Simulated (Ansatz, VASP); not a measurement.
# W (linear W chain): VASP beside Ansatz

One calculation is typed for both programs; each brings its own data sets. How far apart do they land? The structure shown is the end of the Ansatz relaxation below.

Method: plane waves, with VASP 6.6.1 beside it; single point at RPBE, in Ansatz 0.2.0.

## Step 1: Starting point

The cell holds 1 atom: 1 W. Cell: a = 7.500 Å, b = 7.500 Å, c = 2.307 Å, α = 90.0°, β = 90.0°, γ = 90.0°. Vacuum lies along a and b. The structure's axis is c.

## Step 2: Ansatz: relaxation, RPBE

Ansatz runs on its default PAW (the set named soft_2) files.

This run makes the geometry at which the two programs are then compared.

input.yaml

```yaml
crystal:
  lattice:
    - [7.5, 0.0, 0.0]
    - [0.0, 7.5, 0.0]
    - [0.0, 0.0, 3.0132]
  atoms:
    - { symbol: W, position: [0.5, 0.5, 0.0], spin: 2.0 }
magnetization:
  spin_polarized: true
kpoints:
  mp_grid: { grid: [1, 1, 27] }
scf:
  occupations: { method: fermi_dirac, width: 0.05 }
hamiltonian:
  xc: rpbe
relax:
  cell: { fix: [a, b, alpha, beta, gamma] }
  max_steps: 60
```

Run with:

```bash
$ ansatz run input.yaml --threads 4 --pin off --max-ram 8192MiB --backend cpu --events-out ev --progress --plain --runs-dir out
```

Numbers of over 12 decimals in the logs are rounded to 6 here.

Log:

```text
Engine: ansatz 0.2.0, x86_64-unknown-linux-gnu
Pseudopotentials: kind: paw
Pseudopotential: W, paw, valence charge 14, recommended cutoff 420 eV (normal), W.paw.azcp
Functional definition: RPBE
  parameter kappa = 0.804
  parameter beta = 0.066725
  exchange = rpbe_x(kappa = kappa, mu = beta*pi^2/3)
  correlation = pbe_c(beta = beta)
Crystal: 1 atoms, lattice volume = 169.493 Å³
Basis set: ecut = 420 eV, 3323 PW (Γ), exchange–correlation on 108×108×48 points (8 copies of the dense FFT grid, shifted against one another)
Bands: 12, of which v1, the nominal top of the filled ones, is band 7 counted from 1 (6 counted from 0)
Symmetry: 16 space group operations
Space group: P4/mmm (ITA 123), of the structure as read, at distance tolerance 5.5e-5 Å
Magnetic group: BNS 123.339 (UNI 999), of the structure as read, at distance tolerance 5.5e-5 Å
k-points: 14 of 27
Non-local potential: W, projectors of the file, l = 0: 3, l = 1: 2, l = 2: 2, l = 3: 1
PAW form: soft (Blöchl's): semilocal exchange-correlation on the pseudo side does not see the compensation charge
PAW frozen core: W, regenerated for the run's functional, and the local potential with it (the file was generated under x = pbe(κ = 0.804, μ = 0.219515), c = pbe(β = 0.066725))
PAW one-centre angular grid: W, 590 points (default); XC on 64 Gauss nodes
Initial density: superposition of atomic densities (neutral atoms: chi_scale 0, normalization atom)
Starting moments: Σ|m| = 2 μB on 1 of 1 site
Initial wavefunctions: pseudopotential atomic-orbital guess
Functional: x = rpbe, c = pbe(β = 0.066725)
iter 1 solved again at ethr=2.38e-3 eV; its pass at ethr=3.10e-3 eV (dr2=3.33e-1 eV) is discarded
SCF iter   1: F=—  HF=-10390.550983 eV  |F-HF|=—  |Δ(HF+E_count)|=         —  Δρ=1.26e-2 (↑6.26e-3 ↓1.26e-2)  dr2=3.39e-1  dr2_m=1.10e-1  M=2.494 μB ∫|m|=2.494 μB  β_m=0.30  ethr=2.38e-3  ⟨swp⟩=1.0  Hψ=2349  notcnv=0
Mixer restart at iter 1: flushing history
preconditioner: auto → LDOS  [metal: Δε(μ)=0.048 eV  Ē_g=3.306 eV  σ=0.050 eV  W_gap=0.23  n_scr=12 (ndim 8)  ℏωp=7.0 eV  f_vac=0.606  D(μ)=5.40/eV (n_scr^D=42)]
spin=Collinear: LDOS preconditioning applied to the charge; magnetization (m = ρ↑ − ρ↓) channel mixes plain (no charge-response kernel on spin).
SCF iter   2: F=—  HF=-10390.616129 eV  |F-HF|=—  |Δ(HF+E_count)|=   6.51e-2  Δρ=9.59e-3 (↑6.51e-3 ↓9.59e-3)  dr2=1.54e-1  dr2_m=8.53e-2  M=2.658 μB ∫|m|=2.658 μB  β_m=0.65  ethr=2.38e-3  ⟨swp⟩=2.0  Hψ=418  notcnv=0
SCF iter   3: F=—  HF=-10391.278318 eV  |F-HF|=—  |Δ(HF+E_count)|=         —  Δρ=1.68e-2 (↑1.68e-2 ↓1.51e-2)  dr2=1.05e-1  dr2_m=3.63e-1  M=4.309 μB ∫|m|=4.309 μB  β_m=1.00  ethr=1.10e-3  ⟨swp⟩=3.6  Hψ=796  notcnv=0
Mixer restart at iter 3: flushing history
SCF iter   4: F=—  HF=-10391.245765 eV  |F-HF|=—  |Δ(HF+E_count)|=   3.26e-2  Δρ=3.43e-3 (↑3.43e-3 ↓1.45e-3)  dr2=2.89e-2  dr2_m=4.62e-3  M=4.427 μB ∫|m|=4.427 μB  β_m=0.65  ethr=3.57e-4  ⟨swp⟩=3.0  Hψ=839  notcnv=0  defer=7
SCF iter   5: F=—  HF=-10391.240803 eV  |F-HF|=—  |Δ(HF+E_count)|=   4.96e-3  Δρ=2.04e-3 (↑1.86e-3 ↓2.04e-3)  dr2=7.02e-4  dr2_m=5.63e-3  M=4.574 μB ∫|m|=4.574 μB  β_m=0.67  ethr=2.06e-4  ⟨swp⟩=2.8  Hψ=751  notcnv=0  defer=9
SCF iter   6: F=—  HF=-10391.248294 eV  |F-HF|=—  |Δ(HF+E_count)|=   7.49e-3  Δρ=1.70e-3 (↑1.62e-3 ↓1.70e-3)  dr2=2.06e-4  dr2_m=4.20e-3  M=4.664 μB ∫|m|=4.664 μB  β_m=0.21  ethr=5.02e-6  ⟨swp⟩=2.2  Hψ=651  notcnv=0  defer=10
SCF iter   7: F=—  HF=-10391.251039 eV  |F-HF|=—  |Δ(HF+E_count)|=   2.75e-3  Δρ=9.80e-4 (↑9.35e-4 ↓9.80e-4)  dr2=3.26e-4  dr2_m=1.34e-3  M=4.700 μB ∫|m|=4.700 μB  β_m=0.61  ethr=1.47e-6  ⟨swp⟩=2.0  Hψ=629  notcnv=0  defer=10
[...]
the starting moments were not kept: the SCF closed with an absolute magnetisation of 4.6e-2 μB, where they sum to 2 μB in size (1 site). That is at most 0.1 of that sum.
SCF 9 converged in 11 iterations: F = -10392.114225 eV  dr2 = 3.03e-11
relax step   9: F+E_penalty+E_count = -10392.11422479 eV  Δ(F+E_penalty+E_count) = -1.302e-5 eV  max|allowed force component| = 0.000e0 eV/Å  Δτ_max = 0.0000 Å  P = -0.154 GPa  Ω = 129.766 Å³  energy of the carried Pulay correction = +1.722e-3 eV  fix = [a, b, alpha, beta, gamma]  reactions: a -0.231, b -0.231 GPa  (11 SCF iters, dr2 threshold 6.94e-9 eV, accepted)
Basis set: ecut = 420 eV, 2527 PW (Γ), exchange–correlation on 108×108×32 points (8 copies of the dense FFT grid, shifted against one another)
Initial wavefunctions: pseudopotential atomic-orbital guess (no wavefunctions were taken with the density)
[...]
preconditioner: auto → LDOS  [metal: Δε(μ)=0.040 eV  Ē_g=5.162 eV  σ=0.050 eV  W_gap=0.19  n_scr=8 (ndim 8)  ℏωp=8.0 eV  f_vac=0.626  D(μ)=3.05/eV (n_scr^D=20)]
spin=Collinear: LDOS preconditioning applied to the charge; magnetization (m = ρ↑ − ρ↓) channel mixes plain (no charge-response kernel on spin).
SCF iter   2: F=—  HF=-10392.113579 eV  |F-HF|=—  |Δ(HF+E_count)|=   8.18e-7  Δρ=2.22e-5 (↑2.21e-5 ↓2.22e-5)  dr2=4.08e-7  dr2_m=2.86e-10  M=-0.047 μB ∫|m|=0.047 μB  β_m=0.61  ethr=1.97e-8  ⟨swp⟩=2.1  Hψ=538  notcnv=0
SCF iter   3: F=—  HF=-10392.113580 eV  |F-HF|=—  |Δ(HF+E_count)|=   3.84e-7  Δρ=3.85e-6 (↑3.85e-6 ↓3.84e-6)  dr2=1.99e-8  dr2_m=5.36e-11  M=-0.047 μB ∫|m|=0.047 μB  β_m=0.71  ethr=2.91e-9  ⟨swp⟩=2.6  Hψ=536  notcnv=0
SCF iter   4: F=—  HF=-10392.113580 eV  |F-HF|=—  |Δ(HF+E_count)|=   7.77e-8  Δρ=1.09e-6 (↑1.09e-6 ↓1.05e-6)  dr2=2.19e-9  dr2_m=6.53e-11  M=-0.047 μB ∫|m|=0.047 μB  β_m=0.79  ethr=1.42e-10  ⟨swp⟩=2.0  Hψ=424  notcnv=0
SCF iter   5: F=—  HF=-10392.113580 eV  |F-HF|=—  |Δ(HF+E_count)|=   3.51e-9  Δρ=4.87e-7 (↑4.87e-7 ↓4.09e-7)  dr2=3.53e-10  dr2_m=1.06e-10  M=-0.047 μB ∫|m|=0.047 μB  β_m=0.88  ethr=1.56e-11  ⟨swp⟩=2.1  Hψ=465  notcnv=0
SCF iter   6: F=—  HF=-10392.113580 eV  |F-HF|=—  |Δ(HF+E_count)|=   1.74e-8  Δρ=3.54e-7 (↑3.07e-7 ↓3.54e-7)  dr2=2.25e-11  dr2_m=1.15e-10  M=-0.047 μB ∫|m|=0.047 μB  β_m=0.94  ethr=2.52e-12  ⟨swp⟩=2.0  Hψ=470  notcnv=0
SCF iter   7: F=—  HF=-10392.113580 eV  |F-HF|=—  |Δ(HF+E_count)|=  2.47e-10  Δρ=2.84e-7 (↑2.84e-7 ↓2.80e-7)  dr2=2.89e-12  dr2_m=9.28e-11  M=-0.047 μB ∫|m|=0.047 μB  β_m=0.97  ethr=1.00e-12  ⟨swp⟩=2.3  Hψ=521  notcnv=0
SCF iter   8: F=—  HF=-10392.113580 eV  |F-HF|=—  |Δ(HF+E_count)|=  2.29e-10  Δρ=1.45e-7 (↑1.45e-7 ↓1.12e-7)  dr2=1.04e-11  dr2_m=1.53e-11  M=-0.047 μB ∫|m|=0.047 μB  β_m=0.99  ethr=1.00e-12  ⟨swp⟩=2.0  Hψ=539  notcnv=0
SCF iter   9: F=—  HF=-10392.113580 eV  |F-HF|=—  |Δ(HF+E_count)|=  7.31e-10  Δρ=1.88e-7 (↑1.88e-7 ↓1.71e-7)  dr2=9.58e-11  dr2_m=5.37e-12  M=-0.047 μB ∫|m|=0.048 μB  β_m=0.69  ethr=1.00e-12  ⟨swp⟩=3.7  Hψ=819  notcnv=0
SCF iter  10: F=—  HF=-10392.113580 eV  |F-HF|=—  |Δ(HF+E_count)|=  5.28e-11  Δρ=7.48e-8 (↑7.48e-8 ↓7.45e-8)  dr2=1.25e-11  dr2_m=2.20e-13  M=-0.047 μB ∫|m|=0.047 μB  β_m=0.82  ethr=1.00e-12  ⟨swp⟩=2.0  Hψ=543  notcnv=0
SCF iter  11: F=-10392.113580 eV  HF=-10392.113580 eV  |F-HF|=1.82e-12  |Δ(HF+E_count)|=  1.09e-11  Δρ=2.01e-8 (↑2.01e-8 ↓1.99e-8)  dr2=1.08e-12  dr2_m=8.43e-15  M=-0.047 μB ∫|m|=0.047 μB  ethr=1.00e-12  ⟨swp⟩=4.5  Hψ=1360  notcnv=0
the starting moments were not kept: the SCF closed with an absolute magnetisation of 4.7e-2 μB, where they sum to 2 μB in size (1 site). That is at most 0.1 of that sum.
SCF 10 converged in 11 iterations: F = -10392.113580 eV  dr2 = 1.08e-12
relax step  10: F+E_penalty+E_count = -10392.11357961 eV  Δ(F+E_penalty+E_count) = +6.452e-4 eV  max|allowed force component| = 0.000e0 eV/Å  Δτ_max = 0.0000 Å  P = -0.159 GPa  Ω = 129.766 Å³  fix = [a, b, alpha, beta, gamma]  reactions: a -0.235, b -0.235 GPa  stress off target by 7.29e-3 GPa on what of the cell is left free  SCF on the basis re-selected at this cell (its energy is not comparable with the rows above)  (11 SCF iters)
basis re-selected at this cell: Δ(F+E_penalty+E_count) = +6.452e-4 eV, ΔP = -0.005 GPa vs the last step (what re-selecting the basis moved, of the pressure what is left beyond the Pulay correction that the steps carried, after the strain that the cell walked since its last selection, with what the two solves' SCF thresholds leave and, on support functions, any second-order correction that the steps lacked; it is no measure of the basis error at this ecutwfc). The dense FFT grid was sized anew with the basis: this SCF ran on 54×54×16 points, the steps before it on 54×54×24, so part of this shift can come from that change (see relax.cell in the input reference). [rest of the remark cut]
SCF converged after 11 iterations
Magnetization: -0.0474 μB (6.9763 up, 7.0237 down)
Absolute magnetization: 0.0474 μB (∫|ρ↑−ρ↓|, with the PAW one-centre terms)
Spin contamination: 0.0000 ħ² per cell (⟨S²⟩ above its minimum at these occupations)
Per-site moments (μB) at R_I (Å): [(-0.026050, 0.951617)]
Free energy (F): -10392.113580 eV
Harris-Foulkes:  -10392.113580 eV  (|F-HF|=1.82e-12)
Internal energy: -10392.089474 eV  (E = F + TS)
E sigma→0 (E₀):  -10392.101527 eV
Entropy (-TS):   -0.024106 eV (-24.106 meV/atom)
Fermi energy:    -1.255778 eV
--- Per-component energies (eV) ---
  E_band       = -402.495392
  E_kinetic    = 445.557234
  E_local      = -2907.912383  (includes V_loc(G=0)·N_el)
  E_nonlocal   = 5.806063
  E_hartree    = 1205.372861
  E_xc         = -261.969708
  E_vxc        = -231.350703  (∫ρ·V_xc dr)
  E_paw        = -8576.148176  (= ΣΔE_a)
  E_vpaw       = -125.341236  (= ΣTr[D̂ρ^β])
  E_aug_tail   = -0.000061  (compensation charges beyond the density's cutoff)
  E_ewald      = -302.777731
  E_core_change = -0.017574  (= ΣΔE_core)
  E_smearing   = -0.024106  (= −TS)
  E_closure    = 0.000000  (closes the sum)
  Σ components = -10392.113580   (vs F -10392.113580, Δ=0.00e0)
--- Forces (eV/Å), atoms counted from 1 ---
  atom   1  W      0.00000000    -0.00000000     0.00000000
  max |Σ_I F_I| component: 1.14e-28 eV/Å
--- Stress (GPa, compression-positive) ---
       -0.235107       0.000000       0.000000
        0.000000      -0.235107       0.000000
        0.000000       0.000000      -0.007290
  P = ⅓ Tr σ = -0.1592 GPa (-1.592 kbar)
--- Relaxed structure (9 steps of the walk, 8 accepted, 1 SCFs on fresh bases) ---
  F+E_penalty+E_count = -10392.11357961 eV   max|allowed force component| = 0.000e0 eV/Å   (the final SCF, on the basis selected at the relaxed cell)
  cell:  # Å, volume = 129.7660 Å³
    - [7.5, 0.0, 0.0]
    - [0.0, 7.5, 0.0]
    - [0.0, 0.0, 2.306951]
  atoms:
    - { symbol: W, position: [0.5, 0.5, 0.0] }
```

In the SCF lines HF is the Harris–Foulkes energy and dr2 the Hartree energy of the density residual, in eV; the loop may stop once dr2 is under the threshold and the program's other checks hold. Hψ counts applications of the Hamiltonian.

## Step 3: VASP: single point, RPBE

The same cell, functional, mesh and smearing now go to VASP, with its own data sets.

Lines of VASP's logs that name or quote its potential files are left out, and so is its time.

INCAR

```
SYSTEM = W
PREC = Accurate
ENCUT = 600
EDIFF = 1E-06
NELM = 200
ISMEAR = -1
SIGMA = 0.05
LREAL = .FALSE.
ALGO = Normal
GGA = RP
NBANDS = 10
ISPIN = 2
MAGMOM = -0.03
LASPH = .TRUE.
LMAXMIX = 4
LORBIT = 11
LWAVE = .FALSE.
LCHARG = .FALSE.
ISIF = 2
GGA_COMPAT = .FALSE.
```

POSCAR

```
W
1.0
    7.5000000000      0.0000000000      0.0000000000
    0.0000000000      7.5000000000      0.0000000000
    0.0000000000      0.0000000000      2.3069510110
W
1
Direct
    0.5000000000      0.5000000000      0.0000000000
```

KPOINTS

```
Automatic mesh
0
Gamma
1 1 27
0 0 0
```

PAW data sets: W (PBE family, release 64).

Run with:

```bash
$ mpirun -np 1 vasp_std
```

Log:

```text
[banner, memory and clock lines left out]
running    1 mpi-ranks, on    1 nodes
 distrk:  each k-point on    1 cores,    1 groups
 distr:  one band on    1 cores,    1 groups

 POSCAR found type information on POSCAR W
 POSCAR found :  1 types and       1 ions
|                                                                             |
|               ----> ADVICE to this user running VASP <----                  |
|                                                                             |
|     You enforced a specific xc type in the INCAR file but a different       |
|     [... a line on the potential file left out ...]
|     I HOPE YOU KNOW WHAT YOU ARE DOING!                                     |
|                                                                             |

 LDA part: xc-table for (Slater+PW92), standard interpolation
 POSCAR, INCAR and KPOINTS ok, starting setup
 FFT: planning ... GRIDC
 FFT: planning ... GRID_SOFT
 FFT: planning ... GRID
 WAVECAR not read
 entering main loop
       N       E                     dE             d eps       ncg     rms          rms(c)
DAV:   1     0.217701959894E+02    0.21770E+02   -0.17874E+03   560   0.406E+02
DAV:   2    -0.528353309606E+01   -0.27054E+02   -0.23058E+02   996   0.614E+01
DAV:   3    -0.745045129435E+01   -0.21669E+01   -0.20858E+01   662   0.233E+01
DAV:   4    -0.747651076374E+01   -0.26059E-01   -0.25990E-01   684   0.279E+00
DAV:   5    -0.747677129389E+01   -0.26053E-03   -0.26049E-03   668   0.222E-01    0.907E+00
DAV:   6    -0.720622290307E+01    0.27055E+00   -0.10071E-01   586   0.174E+00    0.534E+00
DAV:   7    -0.710401283123E+01    0.10221E+00   -0.20534E-01   564   0.255E+00    0.856E-01
DAV:   8    -0.710009460861E+01    0.39182E-02   -0.38239E-03   614   0.386E-01    0.774E-01
DAV:   9    -0.708776256877E+01    0.12332E-01   -0.17538E-02   564   0.665E-01    0.452E-01
DAV:  10    -0.708768728101E+01    0.75288E-04   -0.61613E-04   642   0.144E-01    0.269E-01
DAV:  11    -0.708696842726E+01    0.71885E-03   -0.22033E-04   634   0.751E-02    0.141E-01
DAV:  12    -0.708663165064E+01    0.33678E-03   -0.34985E-04   608   0.927E-02    0.157E-02
DAV:  13    -0.708655749139E+01    0.74159E-04   -0.47303E-05   584   0.488E-02    0.233E-02
DAV:  14    -0.708653075181E+01    0.26740E-04   -0.26916E-05   562   0.423E-02    0.133E-02
DAV:  15    -0.708652067143E+01    0.10080E-04   -0.14973E-05   556   0.329E-02    0.446E-03
DAV:  16    -0.708651995957E+01    0.71186E-06   -0.48517E-06   556   0.195E-02
   1 F= -.70865200E+01 E0= -.70739007E+01  d E =-.252384E-01  mag=    -0.0045
```

Parts of OUTCAR (step 3):

```text
ion  position               nearest neighbor table
   1  0.500  0.500  0.000-

  LATTYP: Found a simple tetragonal cell.
 ALAT       =     7.5000000000
 C/A-ratio  =     0.3075934681

 Subroutine GETGRP returns: Found 16 space group operations
 (whereof 16 operations were pure point group operations)

The static configuration has the point symmetry D_4h.

 Found     14 irreducible k-points:

   k-points           NKPTS =     14   k-points in BZ     NKDIM =     14   number of bands    NBANDS=     10

   dimension x,y,z NGX =    60 NGY =   60 NGZ =   18
   dimension x,y,z NGXF=   120 NGYF=  120 NGZF=   36

   ENCUT  =  600.0 eV  44.10 Ry    6.64 a.u.  14.98 14.98  4.61*2*pi/ulx,y,z

   NELECT =       6.0000    total number of electrons

 k-points in reciprocal lattice and weights: Automatic mesh
   0.00000000  0.00000000  0.00000000       0.037
   0.00000000  0.00000000  0.03703704       0.074
   0.00000000  0.00000000  0.07407407       0.074
   0.00000000  0.00000000  0.11111111       0.074
   0.00000000  0.00000000  0.14814815       0.074
   0.00000000  0.00000000  0.18518519       0.074
   0.00000000  0.00000000  0.22222222       0.074
   0.00000000  0.00000000  0.25925926       0.074
   0.00000000  0.00000000  0.29629630       0.074
[...]
0.00000000  0.00000000  0.44444444       0.074
   0.00000000  0.00000000  0.48148148       0.074

 average (electrostatic) potential at core
       1 -48.4457

 E-fermi :  -3.0830

 spin component 1
 k-point     1 :       0.0000    0.0000    0.0000
  band No.  band energies     occupation
      1      -8.1507      1.00000
      2      -5.1123      1.00000
      3      -3.7293      1.00000
      4      -3.7003      1.00000
      5      -0.9440      0.00000
      6      -0.9440      0.00000
      7       0.9910      0.00000
      8       2.4492      0.00000
      9       2.5548      0.00000
    ...

 k-point     2 :       0.0000    0.0000    0.0370
  band No.  band energies     occupation
      1      -8.0131      1.00000
      2      -5.0730      1.00000
      3      -3.7042      1.00000
      4      -3.6755      0.99999
      5      -0.9853      0.00000
      6      -0.9853      0.00000
      7       1.0287      0.00000
      8       2.4241      0.00000
      9       2.4241      0.00000
    ...

 k-point     3 :       0.0000    0.0000    0.0741
  band No.  band energies     occupation
      1      -7.6067      1.00000
      2      -4.9538      1.00000
      3      -3.6296      0.99998
      4      -3.6016      0.99997
      5      -1.1299      0.00000
      6      -1.1299      0.00000
      7       1.1417      0.00000
      8       2.1475      0.00000
      9       2.1475      0.00000
    ...

 k-point     4 :       0.0000    0.0000    0.1111
  band No.  band energies     occupation
      1      -6.9537      1.00000
      2      -4.7484      1.00000
      3      -3.5073      0.99979
      4      -3.4806      0.99965
      5      -1.4247      0.00000
      6      -1.4247      0.00000
      7       1.3300      0.00000
      8       1.9125      0.00000
      9       1.9125      0.00000
    ...

 k-point     5 :       0.0000    0.0000    0.1481
  band No.  band energies     occupation
      1      -6.1008      1.00000
      2      -4.4362      1.00000
      3      -3.3406      0.99424
      4      -3.3156      0.99054
      5      -1.8920      0.00000
      6      -1.8920      0.00000
      7       1.5935      0.00000
      8       1.8366      0.00000
      9       1.8366      0.00000
    ...

 k-point     6 :       0.0000    0.0000    0.1852
  band No.  band energies     occupation
      1      -5.1596      1.00000
      2      -3.9426      1.00000
      3      -3.1342      0.73552
      4      -3.1113      0.63772
      5      -2.4927      0.00001
      6      -2.4927      0.00001
      7       1.9322      0.00000
      8       1.9433      0.00000
      9       1.9433      0.00000
    ...

  Total       -0.1929166     -0.1929166     -1.8066849      0.0000000      0.0000000      0.0000000
  in kB       -2.3818773     -2.3818773    -22.3065336      0.0000000      0.0000000      0.0000000
  external PRESSURE =      -9.0234294 kB  Pullay stress =       0.0000000 kB

  energy-cutoff  :      600.00
  volume of cell :      129.77
      direct lattice vectors                 reciprocal lattice vectors
     7.500000000  0.000000000  0.000000000     0.133333333  0.000000000  0.000000000
     0.000000000  7.500000000  0.000000000     0.000000000  0.133333333  0.000000000
     0.000000000  0.000000000  2.306951011     0.000000000  0.000000000  0.433472577

 POSITION                                       TOTAL-FORCE (eV/Angst)
 -----------------------------------------------------------------------------------
      3.75000      3.75000      0.00000         0.000000      0.000000      0.000000
 -----------------------------------------------------------------------------------
    total drift:                                0.000000      0.000000     -0.000000

  FREE ENERGIE OF THE ION-ELECTRON SYSTEM (eV)
  ---------------------------------------------------
  free  energy   TOTEN  =        -7.0865199596 eV

  energy  without entropy=       -7.0612815192  energy(sigma->0) =       -7.07390074

 total charge
# of ion       s       p       d       tot
------------------------------------------
    1        0.722   0.216   4.201   5.138

 magnetization (x)
# of ion       s       p       d       tot
------------------------------------------
    1       -0.000  -0.000  -0.004  -0.004

[... 6 further parts left out ...]
```

The data set W keeps the semicore shell frozen, which is cheaper and a little less accurate.

## Step 4: Side by side

Known differences besides the potentials themselves: VASP starts from the moments at which Ansatz ended; the data sets hold 14 valence electrons in Ansatz (on its default PAW (the set named soft_2) files) and 6 in VASP; the cutoff is 420 eV in Ansatz and 600 eV in VASP; Ansatz makes its cores anew for this functional, VASP keeps those of its PBE data sets; Ansatz's pressure holds a Pulay correction, VASP's none. Total energies have different zeros and are not compared.

The two programs side by side:

```csv
quantity,Ansatz,VASP,difference
pressure (GPa),-0.16,-0.90,+0.74
total moment (μB),-0.05,0.00,-0.04
```

## Step 5: Results

| Property | Result |
| --- | --- |
| difference in total moment (single point, RPBE) | -0.043 μB |
| difference in pressure (single point, RPBE) | 0.74 GPa |

In words: The difference in pressure is 0.74 GPa (single point, RPBE), within the 1 GPa picked in this series as the mark of a large difference. The data sets hold unlike numbers of valence electrons (14 in Ansatz and 6 in VASP), so part of the differences comes from the potentials. How closely two codes agree says nothing of how well the functional describes the real material.

[Lines on the potential files, build, host, timing and source positions are cut from VASP's logs without a mark.]

[Logs are printed without paths, hosts, clocks, repeated set-up lines and the standing remarks that a program may print on its own settings, such as how far it seeks lower states.]

[Hosts, paths, dates, database ids (printed as entryN), source tags and the programs' standing remarks are cut or masked in the printed files.]
